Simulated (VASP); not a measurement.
Energy against volume of InSb (zinc blende). Computed with LDA (Ceperley-Alder, Perdew-Zunger), VASP's LDA PAW potentials (set 64) (plane waves; VASP). Numerical set-up: 520 eV cut-off, 10×10×10 Γ-centred mesh, first-order Methfessel-Paxton smearing of 0.10 eV, potentials In_d Sb.

```csv
V (Å³/atom),E (eV/atom)
32.573,-4.10273
33.580,-4.10782
34.587,-4.10405
35.595,-4.09283
```

Question: Fit these four points and predict the energy of the run at 31.565 Å³/atom.

Answer: A cubic in V^(−2/3), the third-order Birch-Murnaghan form, passes through the four points with V0 = 33.63 Å³/atom and B0 = 47 GPa, and gives -4.0871 eV/atom there. The run gave -4.0871 eV/atom, -0.0 meV/atom from the fit; all five points give B0 = 47 GPa.

The compound is InSb in the zinc blende structure. It was relaxed first.
